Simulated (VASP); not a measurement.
CS2N2: single point with PBE

Crystal: CS2N2.

```xyz
20
Lattice="8.5817 0.0000 0.0000 0.0000 8.5817 0.0000 0.0000 0.0000 8.5817" Properties=species:S:1:pos:R:3 pbc="T T T"
S     1.0297    9.1922    2.5619
S     2.1692    7.7688    0.0145
S     6.6318   -0.1809    8.5614
S     6.5708    2.8257    9.2205
S     4.5001    5.1630    6.6987
S     2.9273    7.1857    4.8998
S     3.9934    1.5179    6.3093
S     4.4975    2.7046    3.4486
C     1.6432    8.5645    1.2534
C     6.5834    1.2797    9.0622
C     3.7929    6.2167    5.7549
C     4.2304    2.1981    4.8748
N    -0.7329    5.9069    6.7728
N    -0.3007    6.7025    6.1585
N     5.7849    6.2029    2.7997
N     6.2205    7.1871    3.0428
N     2.1841    3.7040    1.3758
N     1.3025    4.3690    1.6395
N     0.2059    3.9180    4.4478
N    -0.3131    3.0941    4.9824
```

The cell was built by a generator and needn't be a form met in nature.

- Program: VASP 6.6.1
- Task: single point
- Functional: PBE
- Potentials or basis: VASP PAW PBE potentials, release 64 (S, C, N)
- Cutoff: 520 eV
- k mesh: 1 × 1 × 1
- Occupations: fermi-dirac, width 0.05 eV
- Spin: no spin polarisation
- Dipole correction: no
- Further INCAR settings: LREAL = Auto; ALGO = Normal; EDIFF = 1e-07; NBANDS = 68

```
Pressure               : 0.2 GPa
Largest force          : 3.163 eV/Å
Band gap on the k mesh : 3.38 eV, direct
```

Forces in eV/Å, atoms in the order of the input:
```
S    0.416 -0.158 -0.815
S   -0.025  0.453  0.315
S   -0.118 -0.561  0.247
S   -0.008  0.220  0.496
S   -0.256  0.753 -0.665
S    0.299  0.036 -0.007
S    0.144  1.004 -1.610
S    0.070  0.404 -0.574
C   -0.376 -0.343  0.587
C    0.106  0.526 -0.852
C   -0.021 -0.935  0.741
C   -0.271 -1.330  2.250
N   -1.160 -2.318  1.770
N    1.192  2.296 -1.820
N   -0.570 -1.411 -0.336
N    0.608  1.348  0.392
N   -2.366  1.800  0.638
N    2.353 -1.696 -0.805
N    0.151  0.216 -0.109
N   -0.167 -0.303  0.157
```

Stress tensor (GPa, compression positive):
```
-0.13  0.95  0.01
 0.95  0.83 -0.12
 0.01 -0.12 -0.11
```

Levels at points of the mesh, in eV from the valence-band top:
| k point | band 49 | band 50 | band 51 | band 52 | band 53 | band 54 | band 55 | band 56 |
| --- | --- | --- | --- | --- | --- | --- | --- | --- |
| (0.00, 0.00, 0.00) | -0.29 | -0.18 | -0.08 | 0.00 | 3.38 | 3.45 | 3.54 | 3.54 |

Run time: 55 s on 1 thread of Intel(R) Xeon(R) 6975P-C (Granite Rapids), with other jobs on the host, peak memory 0.52 GiB.

Caveat: the standard files for N, O and F lose accuracy on very short bonds. Expect the measured gap to be larger: semilocal functionals such as PBE lack the derivative discontinuity.
